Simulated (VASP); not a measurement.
Given:

```xyz
3
Lattice="1.8474 -3.1999 0.0000 1.8474 3.1999 0.0000 0.0000 0.0000 5.8828" Properties=species:S:1:pos:R:3 pbc="T T T"
Zr     0.0000     0.0000     0.0000
S      1.8474     1.0666     1.4715
S      1.8474    -1.0666     4.4114
```

The numbers are results of rev-vdW-DF2, VASP's PBE PAW potentials (set 64) (plane waves; VASP), not measurements. Numerical set-up: 520 eV cut-off, 7×7×4 Γ-centred mesh, Gaussian smearing of 0.050 eV, potentials Zr_sv S.

The ions and cell shape at fixed volume are relaxed. What does this cell relax into?

```xyz
3
Lattice="1.8366 -3.1811 0.0000 1.8366 3.1811 0.0000 0.0000 0.0000 5.9526" Properties=species:S:1:pos:R:3 pbc="T T T"
Zr     0.0000     0.0000     0.0000
S      1.8366     1.0604     1.4556
S      1.8366    -1.0604     4.4970
```
Space group P-3m1 (164), at a tolerance of 0.03 Å.

How much energy does the relaxation gain?

The energy (σ→0) changes by -3.9 meV/atom, in 5 ionic steps.

The compound is ZrS2 in the 1T layered structure. This cell is one point of a volume scan, at 1.03 of the reference volume. Symmetry was kept, so distortions that lower it aren't found.
